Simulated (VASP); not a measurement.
A convergence study with VASP on Ru (hcp): one setting is varied, all else stays as given below, so the limit is that of these other settings. Each run relaxes cell and ions from the cell shown.

```xyz
2
Lattice="1.3550 -2.3469 0.0000 1.3550 2.3469 0.0000 0.0000 0.0000 4.2800" Properties=species:S:1:pos:R:3 pbc="T T T"
Ru     1.3550     0.7823     1.0700
Ru     1.3550    -0.7823     3.2100
```

These are PBEsol GGA, VASP's PBE PAW potentials (set 64) (plane waves; VASP 6.6.1) values and carry that method's errors. The tightest run used: 550 eV cut-off, 20×20×12 Γ-centred mesh, first-order Methfessel-Paxton smearing of 0.10 eV, potentials Ru_pv.

### Question
The settings run are 2×2×1 mesh; 3×3×2 mesh; 4×4×2 mesh; 5×5×3 mesh; 6×6×4 mesh; 7×7×4 mesh; 8×8×5 mesh; 9×9×5 mesh; 10×10×6 mesh; 11×11×6 mesh; 12×12×7 mesh; 14×14×8 mesh; 15×15×9 mesh; 16×16×9 mesh; 17×17×10 mesh; 18×18×11 mesh; 19×19×11 mesh; 20×20×12 mesh. From which on does the relaxed volume stay within 0.02 Å³/atom of the tightest run?

### Answer
From 8×8×5 mesh on: it is off by 0.017 there and by no more than 0.02 in any finer run, while 7×7×4 mesh is off by 0.025.
| setting | relaxed volume (Å³/atom) | E (eV/atom) | irreducible k-points | difference judged (Å³/atom) |
|---|---|---|---|---|
| 2×2×1 mesh | 13.222 | -10.0276 | 2 | 0.094 |
| 3×3×2 mesh | 13.684 | -9.8718 | 6 | 0.368 |
| 4×4×2 mesh | 13.169 | -10.3637 | 8 | 0.146 |
| 5×5×3 mesh | 13.274 | -10.1749 | 10 | 0.042 |
| 6×6×4 mesh | 13.351 | -10.1345 | 21 | 0.036 |
| 7×7×4 mesh | 13.340 | -10.1382 | 24 | 0.025 |
| 8×8×5 mesh | 13.299 | -10.1921 | 30 | 0.017 |
| 9×9×5 mesh | 13.306 | -10.1846 | 36 | 0.010 |
| 10×10×6 mesh | 13.325 | -10.1617 | 56 | 0.009 |
| 11×11×6 mesh | 13.316 | -10.1652 | 64 | 0.001 |
| 12×12×7 mesh | 13.309 | -10.1759 | 76 | 0.006 |
| 14×14×8 mesh | 13.318 | -10.1681 | 120 | 0.003 |
| 15×15×9 mesh | 13.312 | -10.1734 | 135 | 0.004 |
| 16×16×9 mesh | 13.313 | -10.1735 | 150 | 0.002 |
| 17×17×10 mesh | 13.317 | -10.1675 | 198 | 0.001 |
| 18×18×11 mesh | 13.316 | -10.1702 | 222 | 0.001 |
| 19×19×11 mesh | 13.315 | -10.1726 | 240 | 0.001 |
| 20×20×12 mesh | 13.315 | -10.1713 | 308 | 0.000 |

VASP warned of too few bands at 2×2×1 mesh; 3×3×2 mesh.

Left out are rungs that failed or repeat a setting and relaxations that didn't move; long series are thinned to 24 rows.

The compound is Ru in the hcp structure. VASP warned that the highest band is occupied, so more bands are needed.
